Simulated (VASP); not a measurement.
The cell holds one BaF₂ (fluorite) (111) slab, with vacuum along c, ions free to move until forces fall under 0.03 eV/Å, no reconstruction beyond this cell, dipole correction on.

Here is the system:

```xyz
9
Lattice="4.4034 0.0000 0.0000 -2.2017 3.8134 0.0000 0.0000 0.0000 25.8521" Properties=species:S:1:pos:R:3 pbc="T T T"
F      2.2017     1.2711     8.4883
F      0.0000     2.5423    11.9847
F      0.0000     0.0000    10.2344
F      0.0000     0.0000    15.6177
F      2.2017     1.2711    13.8674
F      0.0000     2.5423    17.3638
Ba     0.0000     2.5423     9.3116
Ba     0.0000     0.0000    12.9261
Ba     2.2017     1.2711    16.5405
```

Level of theory: r2SCAN meta-GGA, VASP's PBE PAW potentials (set 64) (plane waves; VASP). Numerical set-up: 450 eV cut-off, 5×5×1 Γ-centred mesh, Gaussian smearing of 0.050 eV, potentials F Ba_sv.

Slab and bulk use different k-meshes, so the surface energy is good to a few per cent at best.

Q: Predict its surface energy.

A: 
```json
{
  "surface_energy": "22 meV/Å²"
}
```

The cell is a thin slab with vacuum, built from BaF2 (fluorite): (111) face.
